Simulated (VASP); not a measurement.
Sr2SO under changes of volume

One of the cells (23.837 Å³/atom); the others are scaled copies at fixed shape and fractional positions:

```
Sr S O
1.0
     4.07001    0.00000    0.00000
     0.00000    4.07001    0.00000
     0.00000    0.00000    5.75587
Sr S O
2 1 1
Direct
  0.50000 0.50000 0.50000
  0.00000 0.00000 0.00000
  0.00000 0.00000 0.50000
  0.50000 0.50000 0.00000
```

The cell comes from a database or a generator and needn't be the stable form of this composition.

- Program: VASP 6.6.1
- Functional: PBE
- Potentials or basis: VASP PAW PBE potentials, release 64 (Sr_sv, S, O)
- Cutoff: 520 eV
- k mesh: 7 × 7 × 5
- Occupations: fermi-dirac, width 0.05 eV
- Spin: no spin polarisation

| volume (Å³/atom) | energy over the lowest point (meV/atom) | pressure (GPa) | gap on the mesh (eV) |
| --- | --- | --- | --- |
| 21.967 | ? | ? | ? |
| 22.434 | 6.26 | 2.6 | 2.16 |
| 22.902 | 0.52 | 1.2 | 2.17 |
| 23.837 | 0.00 | -1.1 | 2.21 |
| 24.304 | 4.50 | -2.1 | 2.22 |
| 24.771 | 11.76 | -3.0 | 2.23 |

What does the run at 21.967 Å³/atom give?

Energy over the lowest point 16.23 meV/atom; pressure 4.1 GPa; gap on the mesh 2.13 eV.

Worked out: A Birch-Murnaghan fit of order 3 (a polynomial in V^(-2/3)) to the other rows has its minimum at 23.40 Å³/atom with B0 = V·E''(V) = 58 GPa and B' = 4.2 at fixed shape and positions, which overstates the stiffness. It gives 16.17 meV/atom at 21.967 Å³/atom, against the run's 16.23, and -dE/dV = 4.2 GPa, against 4.1. A straight line through the other rows of the gap, of slope 0.751 eV per unit of ln V (its deformation potential), extrapolates to 2.14 eV, against the run's 2.13.

Energies are extrapolated to zero smearing.

Caveats: an odd mesh through Γ misses points on the zone boundary, where band edges often lie. Spin-orbit coupling on Sr is left out.
